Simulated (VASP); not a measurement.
Crystal: TeRu.

```xyz
2
Lattice="3.7951 0.0000 0.0000 -1.8975 3.2866 0.0000 0.0000 0.0000 3.7038" Properties=species:S:1:pos:R:3 pbc="T T T"
Ru    0.0000    0.0000    0.0000
Te    1.8975    1.0955    1.8519
```

The cell comes from a database or a generator and needn't be the stable form of this composition.

Base run:

| Quantity | Value |
| --- | --- |
| Program | VASP 6.6.1 |
| Functional | LDA |
| Potentials or basis | VASP PAW LDA potentials, release 64 (Ru_pv, Te) |
| Cutoff | 520 eV |
| k mesh | 6 × 6 × 5 |
| Occupations | gaussian, width 0.05 eV |
| Spin | collinear spin, ferromagnetic start |
| Starting moments | [1.0, 0.0] μB |
| Hubbard terms | Ru d U = 8 eV |

Its results: band gap on the k mesh none (metal or under the smearing width); pressure -1.8 GPa; net moment 2.28 μB per cell; site moments Ru +2.44; Te -0.15 μB.

Task: The run is repeated on the same cell with these changes: spin from collinear spin, ferromagnetic start to collinear spin, zero start; moments at the start from [1.0, 0.0] to [0.0, 0.0]. What comes out?

Result: Band gap on the k mesh none (metal or under the smearing width); pressure -9.2 GPa; net moment -0.09 μB per cell; site moments Ru -0.21; Te +0.08 μB.

Caveats: the U is typed as a test and isn't derived for this compound.
